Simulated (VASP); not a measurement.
Energy against volume of CuAu (L1_0). Level of theory: optB88-vdW, VASP's PBE PAW potentials (set 64) (plane waves; VASP 6.6.1). Settings: 520 eV cut-off, 13×13×10 Γ-centred mesh, first-order Methfessel-Paxton smearing of 0.10 eV, potentials Cu Au.

Shape and ions are relaxed at each volume.

| V (Å³/atom) | E (eV/atom) |
|---|---|
| 14.564 | -0.70921 |
| 15.014 | -0.71596 |
| 15.465 | -0.71062 |
| 15.915 | -0.69526 |

Fit these four points and predict the energy of the run at 14.113 Å³/atom.

A cubic in V^(−2/3), the third-order Birch-Murnaghan form, passes through the four points with V0 = 15.03 Å³/atom and B0 = 142 GPa, and gives -0.6879 eV/atom there. The run gave -0.6879 eV/atom, +0.0 meV/atom from the fit; all five points give B0 = 142 GPa.

The compound is CuAu in the L1_0 structure. It was relaxed first.
